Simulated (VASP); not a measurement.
OSZICAR of a VASP run on TiC (relaxed from the CsCl type structure, space group Pm-3m):

### OSZICAR
```
       N       E                     dE             d eps       ncg     rms          rms(c)
DAV:   1     0.109346762998E+03    0.10935E+03   -0.85549E+03  1344   0.150E+03
DAV:   2    -0.190022047699E+02   -0.12835E+03   -0.12336E+03  1400   0.368E+02
DAV:   3    -0.300641461471E+02   -0.11062E+02   -0.10317E+02  2032   0.992E+01
DAV:   4    -0.304807611109E+02   -0.41661E+00   -0.41325E+00  1764   0.179E+01
DAV:   5    -0.304999146124E+02   -0.19154E-01   -0.19139E-01  1876   0.351E+00    0.142E+01
DAV:   6    -0.243922624874E+02    0.61077E+01   -0.65963E+01  2100   0.772E+01    0.151E+01
DAV:   7    -0.209531001125E+02    0.34392E+01   -0.19367E+01  2088   0.426E+01    0.393E+00
DAV:   8    -0.209941196994E+02   -0.41020E-01   -0.91638E-01  1640   0.657E+00    0.376E+00
DAV:   9    -0.208112730571E+02    0.18285E+00   -0.14245E+00  1928   0.878E+00    0.250E+00
DAV:  10    -0.207408881385E+02    0.70385E-01   -0.26742E-01  1916   0.457E+00    0.150E+00
DAV:  11    -0.207347707784E+02    0.61174E-02   -0.28503E-01  1772   0.448E+00    0.164E+00
DAV:  12    -0.207575514204E+02   -0.22781E-01   -0.19262E-02  1780   0.144E+00    0.180E+00
DAV:  13    -0.207185267568E+02    0.39025E-01   -0.41461E-02  1868   0.171E+00    0.765E-01
DAV:  14    -0.207294580802E+02   -0.10931E-01   -0.24142E-02  1944   0.121E+00    0.285E-01
DAV:  15    -0.207340534310E+02   -0.45954E-02   -0.67666E-03  1368   0.851E-01    0.219E-01
DAV:  16    -0.207355051799E+02   -0.14517E-02   -0.12238E-03  1384   0.393E-01    0.176E-01
DAV:  17    -0.207351960622E+02    0.30912E-03   -0.19711E-03  1960   0.384E-01    0.106E-01
DAV:  18    -0.207352886466E+02   -0.92584E-04   -0.19455E-04  1868   0.120E-01    0.771E-02
DAV:  19    -0.207352888425E+02   -0.19588E-06   -0.24390E-05  1632   0.384E-02    0.609E-02
DAV:  20    -0.207352729203E+02    0.15922E-04   -0.94340E-05  1920   0.803E-02    0.842E-03
DAV:  21    -0.207352725500E+02    0.37025E-06   -0.67623E-06  1492   0.264E-02
   1 F= -.20735273E+02 E0= -.20734679E+02  d E =-.207353E+02
       N       E                     dE             d eps       ncg     rms          rms(c)
DAV:   1    -0.690941699786E+02   -0.48359E+02   -0.12231E+03  1372   0.459E+02    0.581E+01
DAV:   2    -0.256050080171E+02    0.43489E+02   -0.91150E+01  1396   0.229E+02    0.206E+01
DAV:   3    -0.213045261061E+02    0.43005E+01   -0.19665E+01  1720   0.465E+01    0.681E+00
DAV:   4    -0.210068884740E+02    0.29764E+00   -0.50012E+00  1868   0.251E+01    0.442E+00
DAV:   5    -0.213217380662E+02   -0.31485E+00   -0.20011E+00  1864   0.149E+01    0.154E+00
DAV:   6    -0.215476876123E+02   -0.22595E+00   -0.45098E-01  1424   0.887E+00    0.586E-01
DAV:   7    -0.216573044534E+02   -0.10962E+00   -0.27270E-01  1532   0.373E+00    0.102E+00
DAV:   8    -0.216621663593E+02   -0.48619E-02   -0.25038E-02  1536   0.173E+00    0.655E-01
DAV:   9    -0.216688412555E+02   -0.66749E-02   -0.26219E-02  1692   0.179E+00    0.696E-02
DAV:  10    -0.216699487891E+02   -0.11075E-02   -0.27485E-03  1364   0.645E-01    0.582E-02
DAV:  11    -0.216699734765E+02   -0.24687E-04   -0.90778E-05  1616   0.127E-01    0.482E-02
DAV:  12    -0.216699855963E+02   -0.12120E-04   -0.68002E-05  1520   0.140E-01    0.350E-02
DAV:  13    -0.216699911419E+02   -0.55455E-05   -0.63675E-05  1788   0.835E-02    0.196E-02
DAV:  14    -0.216699900284E+02    0.11134E-05   -0.12542E-05  1660   0.559E-02    0.134E-02
DAV:  15    -0.216699895071E+02    0.52132E-06   -0.15736E-06  1068   0.146E-02
   2 F= -.21669990E+02 E0= -.21670265E+02  d E =-.934717E+00
       N       E                     dE             d eps       ncg     rms          rms(c)
DAV:   1    -0.299765432429E+02   -0.83066E+01   -0.16684E+02  1564   0.235E+02    0.279E+01
DAV:   2    -0.268604372618E+02    0.31161E+01   -0.80480E+01  1708   0.119E+02    0.129E+01
DAV:   3    -0.220538017711E+02    0.48066E+01   -0.11743E+01  1768   0.381E+01    0.315E+00
DAV:   4    -0.221296845195E+02   -0.75883E-01   -0.14735E+00  1888   0.974E+00    0.186E+00
DAV:   5    -0.221840541520E+02   -0.54370E-01   -0.42551E-01  1732   0.695E+00    0.148E+00
DAV:   6    -0.222176834629E+02   -0.33629E-01   -0.30210E-02  1652   0.194E+00    0.752E-01
DAV:   7    -0.222862319175E+02   -0.68548E-01   -0.23734E-01  1768   0.463E+00    0.724E-01
DAV:   8    -0.222886105371E+02   -0.23786E-02   -0.17775E-02  1476   0.116E+00    0.762E-01
DAV:   9    -0.222713114333E+02    0.17299E-01   -0.16721E-02  1780   0.195E+00    0.648E-01
DAV:  10    -0.222739381685E+02   -0.26267E-02   -0.35364E-03  1784   0.773E-01    0.764E-01
DAV:  11    -0.222759126751E+02   -0.19745E-02   -0.16756E-03  2112   0.435E-01    0.688E-01
DAV:  12    -0.222757604642E+02    0.15221E-03   -0.89880E-05  1480   0.136E-01    0.646E-01
DAV:  13    -0.222751096813E+02    0.65078E-03   -0.14697E-04  1452   0.156E-01    0.528E-01
DAV:  14    -0.222746393812E+02    0.47030E-03   -0.16415E-04  1528   0.154E-01    0.411E-01
DAV:  15    -0.222742392870E+02    0.40009E-03   -0.21129E-04  2076   0.128E-01    0.294E-01
DAV:  16    -0.222739023354E+02    0.33695E-03   -0.34856E-04  1372   0.227E-01    0.119E-01
DAV:  17    -0.222738409006E+02    0.61435E-04   -0.19993E-04  2048   0.123E-01    0.147E-02
DAV:  18    -0.222738408858E+02    0.14776E-07   -0.21601E-06  1232   0.177E-02
   3 F= -.22273841E+02 E0= -.22273270E+02  d E =-.153857E+01
       N       E                     dE             d eps       ncg     rms          rms(c)
DAV:   1    -0.222864353195E+02   -0.12594E-01   -0.24259E-01  1408   0.806E+00    0.106E+00
DAV:   2    -0.222870924478E+02   -0.65713E-03   -0.10193E-01  1732   0.448E+00    0.886E-01
DAV:   3    -0.222742797500E+02    0.12813E-01   -0.33710E-02  1708   0.194E+00    0.191E-01
DAV:   4    -0.222740959296E+02    0.18382E-03   -0.37476E-03  1424   0.693E-01    0.638E-02
DAV:   5    -0.222741795624E+02   -0.83633E-04   -0.17782E-04  1616   0.172E-01    0.370E-02
DAV:   6    -0.222743039499E+02   -0.12439E-03   -0.33184E-04  1844   0.143E-01    0.306E-02
DAV:   7    -0.222743205972E+02   -0.16647E-04   -0.33426E-05  1940   0.431E-02    0.294E-02
DAV:   8    -0.222743379840E+02   -0.17387E-04   -0.31946E-05  1712   0.583E-02    0.123E-02
DAV:   9    -0.222743264357E+02    0.11548E-04   -0.22574E-05  1472   0.687E-02    0.210E-03
DAV:  10    -0.222743270461E+02   -0.61042E-06   -0.19654E-06  1188   0.164E-02
   4 F= -.22274327E+02 E0= -.22273761E+02  d E =-.153905E+01
       N       E                     dE             d eps       ncg     rms          rms(c)
DAV:   1    -0.222762230981E+02   -0.18967E-02   -0.37845E-02  1404   0.320E+00    0.422E-01
DAV:   2    -0.222763994773E+02   -0.17638E-03   -0.16300E-02  1720   0.178E+00    0.358E-01
DAV:   3    -0.222743428055E+02    0.20567E-02   -0.54826E-03  1716   0.776E-01    0.746E-02
DAV:   4    -0.222743158851E+02    0.26920E-04   -0.56637E-04  1436   0.273E-01    0.252E-02
DAV:   5    -0.222743265492E+02   -0.10664E-04   -0.28917E-05  1620   0.685E-02    0.144E-02
DAV:   6    -0.222743411898E+02   -0.14641E-04   -0.55470E-05  1904   0.564E-02    0.130E-02
DAV:   7    -0.222743416754E+02   -0.48566E-06   -0.39911E-06  1552   0.158E-02
   5 F= -.22274342E+02 E0= -.22273775E+02  d E =-.146293E-04
       N       E                     dE             d eps       ncg     rms          rms(c)
DAV:   1    -0.222747803512E+02   -0.43916E-03   -0.84653E-03  1404   0.150E+00    0.201E-01
DAV:   2    -0.222748098136E+02   -0.29462E-04   -0.36070E-03  1720   0.820E-01    0.166E-01
DAV:   3    -0.222743657851E+02    0.44403E-03   -0.12140E-03  1728   0.365E-01    0.371E-02
DAV:   4    -0.222743561181E+02    0.96670E-05   -0.12045E-04  1424   0.136E-01    0.110E-02
DAV:   5    -0.222743606249E+02   -0.45068E-05   -0.82476E-06  1644   0.341E-02    0.530E-03
DAV:   6    -0.222743659506E+02   -0.53257E-05   -0.12363E-05  1848   0.258E-02    0.671E-03
DAV:   7    -0.222743664152E+02   -0.46459E-06   -0.21693E-07   684   0.540E-03
   6 F= -.22274366E+02 E0= -.22273799E+02  d E =-.393691E-04
```

Q: Which electronic solver shows in the log?

A: It is blocked Davidson (ALGO = Normal, or the opening steps of other solvers). The INCAR had ALGO = Normal.

Q: Can the final energy be trusted as converged?

A: Self-consistency was reached. It stopped with EDIFF = 1E-6, NELM = 100, NSW = 60 and EDIFFG = -0.01 after 6 ionic steps (r2SCAN meta-GGA, plane waves, VASP's PBE PAW potentials (set 64)). Energy and stress use the plane-wave basis of the starting cell.

The structure was generated: TiC was put into the CsCl type type (Pm-3m), which need not be its known phase. This run relaxes it. Symmetry was kept, so distortions that lower it aren't found.
